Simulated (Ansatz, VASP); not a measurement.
# Sc2SiO: VASP beside Ansatz, part 2 of 2

One calculation is typed for both programs; each brings its own data sets and cutoff. How far apart do they land? The cell is invented: As first built, before any earlier steps moved the atoms (in the runner's words): it takes the Sc2CO structure with some of its atoms replaced by other elements, volume scaled by an estimate. It may not be a known or stable phase. The cell is taken from a series of VASP runs on this material, whose earlier steps may have relaxed, scaled or displaced it; both programs get it as it stands.

VASP 6.6.1 and Ansatz 0.2.0.

So far. Step 2 (VASP: band structure, r2SCAN): The run ends at a pressure of 0.03 GPa, with forces up to 3.9e-4 eV/Å.

### 3. Ansatz: band structure, r2SCAN

Level of this step: Ansatz beside VASP: Kohn-Sham DFT, plane waves, r2SCAN (Ansatz).

Ansatz runs on its default PAW (the set named soft_2) files.

The same cell, functional, mesh and smearing now go to Ansatz, which takes its cutoff from its data sets.

Input file input.yaml:

```yaml
crystal:
  lattice:
    - [1.6129827563, 0.9312554067, 6.5571595377]
    - [-1.6129827563, 0.9312554067, 6.5571595377]
    - [0.0, -1.8625119406, 6.5571595698]
  atoms:
    - { symbol: Sc, position: [0.2684413059, 0.2684413059, 0.2684413065] }
    - { symbol: Sc, position: [0.7315586941, 0.7315586941, 0.7315586935] }
    - { symbol: Si, position: [0.5, 0.5, 0.5] }
    - { symbol: O, position: [0.0, 0.0, 0.0] }
hamiltonian:
  xc: r2scan
  pseudopotentials: { kind: paw }
kpoints:
  mp_grid: { grid: [8, 8, 8] }
  band_path:
    path:
      - [0.0, 0.0, 0.0]
      - [0.13333, 0.0, 0.0]
      - [0.3, 0.0, 0.0]
      - [0.46667, 0.0, 0.0]
      - [0.5, 0.03602, -0.03602]
      - [0.5, 0.09606, -0.09606]
      - [0.5, 0.1561, -0.1561]
      - [0.77724, 0.5, 0.22276]
      - [0.67061, 0.5, 0.32939]
      - [0.56398, 0.5, 0.43602]
      - [0.46667, 0.46667, 0.46667]
      - [0.3, 0.3, 0.3]
      - [0.13333, 0.13333, 0.13333]
      - [0.0, 0.0, 0.0]
      - [0.11335, 0.0, -0.11335]
      - [0.20403, 0.0, -0.20403]
      - [0.31739, 0.0, -0.31739]
      - [0.62795, 0.37205, 0.0]
      - [0.57464, 0.42536, 0.0]
      - [0.52133, 0.47867, 0.0]
      - [0.52133, 0.52133, 0.02402]
      - [0.57464, 0.57464, 0.08405]
      - [0.62795, 0.62795, 0.14409]
      - [0.64928, 0.64928, 0.20144]
      - [0.59597, 0.59597, 0.30807]
      - [0.54265, 0.54265, 0.4147]
      - [0.5, 0.0, 0.0]
      - [0.60663, 0.11335, 0.11335]
      - [0.71326, 0.2267, 0.2267]
      - [0.81989, 0.34006, 0.34006]
    npoints: 1
scf:
  occupations: { method: gaussian, width: 0.05 }
  n_extra_bands: 8
output:
  forces: true
  stress: true
  eigenvalues: true
```

On the command line:

```sh
ansatz run input.yaml --threads 2 --pin off --max-ram 4608MiB --backend cpu --events-out ev --progress --plain --runs-dir out
```

Numbers of over 12 decimals in the logs are rounded to 6 here.

The program printed:

```text
basis.fft_grid_basis auto: the FFT boxes are laid along the combinations [[1, 0, -1], [0, 1, -1], [0, 0, 1]] of the cell's own vectors, 3.226, 3.226 and 6.817 Å long. The dense box has 24×24×50 points. Along the cell's own vectors, as sized, it would have 50×50×50, 4.34 times as many. Of the 12 symmetry operations that the crystal satisfies within crystal.symmetry.tolerance (time reversal apart; of a slab, those that [...]
scf.n_extra_bands = 8 over 16 filled bands (N_el = 32.0): the run solves 24 bands
Engine: ansatz 0.2.0, aarch64-unknown-linux-gnu
Pseudopotentials: kind: paw
Pseudopotential: Sc, paw, valence charge 11, recommended cutoff 500 eV (meta_gga), Sc.paw.azcp
Pseudopotential: Si, paw, valence charge 4, recommended cutoff 500 eV (meta_gga), Si.paw.azcp
Pseudopotential: O, paw, valence charge 6, recommended cutoff 500 eV (meta_gga), O.paw.azcp
Functional definition: r2SCAN
  parameter k0 = 0.174
  parameter k1 = 0.065
  parameter a1 = 4.9479
  exchange = r2scan_x(k0 = k0, k1 = k1, a1 = a1)
  correlation = r2scan_c
Crystal: 4 atoms, lattice volume = 59.097 Å³
Basis set: ecut = 500 eV, 1487 PW (Γ), FFT grids on a1−a3, a2−a3, a3, exchange–correlation on 96×96×200 points (64 copies of the dense FFT grid, shifted against one another)
Bands: 24, of which v1, the nominal top of the filled ones, is band 16 counted from 1 (15 counted from 0)
Symmetry: 12 space group operations
Space group: R-3m (ITA 166), of the structure as read, at distance tolerance 3.9e-5 Å
k-points: 65 of 512
Non-local potential: Sc, projectors of the file, l = 0: 3, l = 1: 2, l = 2: 3, l = 3: 1
Non-local potential: Si, projectors of the file, l = 0: 2, l = 1: 2, l = 2: 2
Non-local potential: O, projectors of the file, l = 0: 2, l = 1: 2, l = 2: 1
PAW form: soft (Blöchl's): semilocal exchange-correlation on the pseudo side does not see the compensation charge
PAW frozen core: Sc, regenerated for the run's functional (the file was generated under x = pbe(κ = 0.804, μ = 0.219515), c = pbe(β = 0.066725))
PAW frozen core: Si, regenerated for the run's functional (the file was generated under x = pbe(κ = 0.804, μ = 0.219515), c = pbe(β = 0.066725))
PAW frozen core: O, regenerated for the run's functional (the file was generated under x = pbe(κ = 0.804, μ = 0.219515), c = pbe(β = 0.066725))
PAW one-centre angular grid: Sc, 590 points (default); XC on 160 Gauss nodes
PAW one-centre angular grid: Si, 302 points (default); XC on 160 Gauss nodes
PAW one-centre angular grid: O, 302 points (default); XC on 160 Gauss nodes
Initial density: superposition of atomic densities (neutral atoms: chi_scale 0, normalization atom), corrected by the library's trained network
Initial wavefunctions: pseudopotential atomic-orbital guess
Functional: x = r2scan, c = r2scan; τ floored in thin density (d = 2e-4 eV/Å³)
SCF iter   1: F=—  HF=-5493.312480 eV  |F-HF|=—  |Δ(HF+E_count)|=         —  Δρ=1.07e-2  dr2=5.84e-2  dr2_τ=7.74e-2  ethr=1.77e-3  ⟨swp⟩=5.2  Hψ=7175  notcnv=0  defer=2
preconditioner: auto → Kerker (q_TF=auto, 2.463 Å⁻¹)  [metal: Δε(μ)=0.048 eV  Ē_g=7.625 eV  σ=0.050 eV  W_gap=0.42  n_scr=16 (ndim 8)  ℏωp=18.1 eV  f_vac=0.000  D(μ)=2.40/eV (n_scr^D=22)]
SCF iter   2: F=—  HF=-5493.449799 eV  |F-HF|=—  |Δ(HF+E_count)|=   1.37e-1  Δρ=5.24e-3  dr2=1.26e-2  dr2_τ=8.03e-4  ethr=1.82e-4  ⟨swp⟩=2.2  Hψ=3004  notcnv=0  defer=188
SCF iter   3: F=—  HF=-5493.449510 eV  |F-HF|=—  |Δ(HF+E_count)|=   2.89e-4  Δρ=1.94e-3  dr2=1.40e-3  dr2_τ=1.21e-4  ethr=3.95e-5  ⟨swp⟩=2.0  Hψ=2090  notcnv=0  defer=188
SCF iter   4: F=—  HF=-5493.449933 eV  |F-HF|=—  |Δ(HF+E_count)|=   4.23e-4  Δρ=1.11e-3  dr2=8.00e-4  dr2_τ=5.62e-5  ethr=4.38e-6  ⟨swp⟩=2.0  Hψ=1859  notcnv=0  defer=188
SCF iter   5: F=—  HF=-5493.449851 eV  |F-HF|=—  |Δ(HF+E_count)|=   8.16e-5  Δρ=3.01e-4  dr2=1.26e-4  dr2_τ=1.33e-6  ethr=2.50e-6  ⟨swp⟩=2.0  Hψ=1694  notcnv=0  defer=188
SCF iter   6: F=—  HF=-5493.449870 eV  |F-HF|=—  |Δ(HF+E_count)|=   1.91e-5  Δρ=9.44e-5  dr2=1.85e-5  dr2_τ=2.18e-7  ethr=3.93e-7  ⟨swp⟩=2.0  Hψ=1829  notcnv=0  defer=188
SCF iter   7: F=—  HF=-5493.449871 eV  |F-HF|=—  |Δ(HF+E_count)|=   6.72e-7  Δρ=2.46e-5  dr2=6.59e-7  dr2_τ=1.83e-8  ethr=5.77e-8  ⟨swp⟩=2.1  Hψ=1793  notcnv=0  defer=188
SCF iter   8: F=-5493.449871 eV  HF=-5493.449871 eV  |F-HF|=7.04e-10  |Δ(HF+E_count)|=   5.12e-8  Δρ=7.52e-6  dr2=4.16e-8  dr2_τ=1.49e-9  ethr=3.13e-10  ⟨swp⟩=8.0  Hψ=7000  notcnv=0
SCF 1 converged in 8 iterations: F = -5493.449871 eV  dr2 = 4.16e-8
  greatest PAW one-centre occupation: 0.999 electrons in one spin orbital (limit 2), on the Sc atom at site 1 (counted from 0), in its partial waves of l = 1
NSCF: frozen V_eff on 30 k-points
SCF converged after 8 iterations
Free energy (F): -5493.449871 eV
Harris-Foulkes:  -5493.449871 eV  (|F-HF|=7.04e-10)
Internal energy: -5493.446973 eV  (E = F + TS)
E sigma→0 (E₀):  -5493.448422 eV
Entropy (-TS):   -0.002898 eV (-0.724 meV/atom)
Fermi energy:    12.539640 eV
--- Per-component energies (eV) ---
  E_band       = -280.962699
  E_kinetic    = 745.831939
  E_local      = -2242.663947  (includes V_loc(G=0)·N_el)
  E_nonlocal   = 235.597355
  E_hartree    = 840.119107
  E_xc         = -329.539061
  E_vxc        = -444.665562  (∫ρ·V_xc dr)
  E_paw        = -2607.660878  (= ΣΔE_a)
  E_vpaw       = -282.869213  (= ΣTr[D̂ρ^β])
  E_aug_tail   = 0.001019  (compensation charges beyond the density's cutoff)
  E_vtau       = 27.565281  (kinetic-family band-sum trace: ∫τ·v_τ [+ j·A + Jᵃ·Aᵃ] dr)
  E_ewald      = -2134.547150
  E_core_change = -0.585358  (= ΣΔE_core)
  E_smearing   = -0.002898  (= −TS)
  E_closure    = -0.000000  (closes the sum)
  Σ components = -5493.449871   (vs F -5493.449871, Δ=0.00e0)
--- Forces (eV/Å), atoms counted from 1 ---
  atom   1  Sc     0.00000000    -0.00000000     0.07624572
  atom   2  Sc    -0.00000000     0.00000000    -0.07624572
  atom   3  Si     0.00000000     0.00000000    -0.00000000
  atom   4  O     -0.00000000     0.00000000     0.00000000
  max |Σ_I F_I| component: 1.39e-17 eV/Å
--- Stress (GPa, compression-positive) ---
       -0.775317       0.000000       0.000000
        0.000000      -0.775317       0.000000
        0.000000       0.000000      -0.878762
  P = ⅓ Tr σ = -0.8098 GPa (-8.098 kbar)
--- Band table (eV; the first three rows and the last of 65) ---
  k-point 0: bands = [... 12 lower, 6.1307, 9.4358, 11.8545, 13.4993, 13.4993, 13.8556, 14.4149, 14.4149, ... 4 higher]
  k-point 1: bands = [... 12 lower, 6.1131, 9.3253, 12.0665, 12.8158, 13.5276, 13.5389, 14.1504, 14.1714, ... 4 higher]
  k-point 2: bands = [... 12 lower, 6.0609, 9.3081, 11.0654, 12.0658, 13.3707, 13.4442, 13.6443, 14.7011, ... 4 higher]
  k-point 64: bands = [... 12 lower, 6.1351, 8.0240, 12.8947, 13.3728, 13.3889, 13.3889, 14.2346, 14.2346, ... 4 higher]
```

Elapsed: 6.6 s, on 2 threads of Arm Neoverse V2, shared host; peak memory 0.52 GiB.

### 4. Comparison

Known differences besides the potentials themselves: VASP keeps PBE cores, Ansatz makes them for the functional; the cutoff is 500 eV in Ansatz and 520 eV in VASP. Total energies have different zeros and are not compared.

Both answers:

```tsv
quantity	Ansatz	VASP	difference
pressure (GPa)	-0.81	0.03	-0.84
pressure without Ansatz's Pulay correction (GPa)	-0.89	0.03	-0.93
```

At this near-relaxed geometry the largest component of a force difference is 77 meV/Å. Levels from 3 eV below to 2 eV above the Fermi level differ by 6 meV r.m.s. and 14 meV at most; each VASP level is matched to the nearest of Ansatz, which flatters the figure a little. Ansatz's pressure holds a Pulay correction of 0.08 GPa; VASP's holds none.

### 5. What the set-up changes

Further runs change the set-up of one program: Ansatz's method, potentials or start, or VASP's data sets, cutoff or form of LDA. The table gives Ansatz less VASP for each quantity, since a change that brings one quantity closer may part another.

```tsv
run	r.m.s. force difference (meV/Å)	pressure (GPa)	pressure without Ansatz's Pulay correction (GPa)
as above	31	-0.84	-0.93
cores kept as stored	28	-0.92	-1.0
Ansatz's larger PAW set (cutoff 920 eV)	33	-0.89	
norm-conserving potentials (cutoff 1290 eV)	31	-0.87
```

### 6. Results

- r.m.s. force difference (band structure, r2SCAN): 31 meV/Å
- difference in pressure (band structure, r2SCAN): -0.84 GPa

What this shows: The r.m.s. force difference is 31 meV/Å (band structure, r2SCAN), beyond the 12 meV/Å picked in this series as the mark of a large difference. For band structure, r2SCAN, no further run moves any of the tabulated differences by more than a quarter of its size. Such differences can come from data sets, numerical settings and the points named under the comparisons, not from the functional's error against experiment.

[Lines on the potential files, build, host, timing and source positions are cut from VASP's logs without a mark.]

[Logs are printed without paths, hosts, clocks, repeated set-up lines and the standing remarks that a program may print on its own settings, such as how far it seeks lower states.]

[Hosts, paths, dates, database ids (printed as entryN), source tags and the programs' standing remarks are cut or masked in the printed files.]
